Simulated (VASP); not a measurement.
Here is a VASP 6.6.1 calculation.

File INCAR:

```
SYSTEM = ScMnS3
ALGO = Normal
EDIFF = 1E-7
ENCUT = 520
GGA = PE
ISIF = 2
ISMEAR = 0
ISPIN = 2
LASPH = .TRUE.
LCHARG = .FALSE.
LMAXMIX = 4
LORBIT = 11
LREAL = .FALSE.
LWAVE = .FALSE.
MAGMOM = 0 3.2 0 0 0
NBANDS = 33
NELM = 150
PREC = Accurate
SIGMA = 0.1
```

File KPOINTS:

```
k-points
0
G
  8 8 8
  0 0 0
```

The input POSCAR:

```
ScMnS3
1.0
    4.5512438160      0.0000000000      0.0000000000
    0.0000000000      4.5512438160      0.0000000000
    0.0000000000      0.0000000000      4.5512438160
Sc Mn S
1 1 3
Direct
    0.5000000000      0.5000000000      0.5000000000
    0.0000000000      0.0000000000      0.0000000000
    0.5000000000      0.0000000000      0.0000000000
    0.0000000000      0.5000000000      0.0000000000
    0.0000000000      0.0000000000      0.5000000000
```

Potentials or basis: VASP PAW PBE potentials, release 64 (Sc_sv, Mn_pv, S).

The run is started by

```sh
$ cat potpaw_PBE.64/Sc_sv/POTCAR potpaw_PBE.64/Mn_pv/POTCAR potpaw_PBE.64/S/POTCAR > POTCAR
$ mpirun -np 1 vasp_std > vasp.out
```

Q: Estimate the band gap on the k mesh.

A: None (metal or under the smearing width).

Q: What does it give for the site moments?

A: Sc +0.10; Mn +3.21; S +0.02 μB.

Q: Predict the net moment.

A: 3.68 μB per cell.

Q: Estimate the pressure.

A: 0.0 GPa.

Caveat: a cell with one magnetic atom can't hold antiferromagnetic order, which such compounds often take; semilocal functionals often make such compounds metallic where correlation or magnetic order opens a gap, which also shifts bond lengths. With open d or f shells a metallic result of PBE can be an artefact of self-interaction; +U or a hybrid may open a gap.
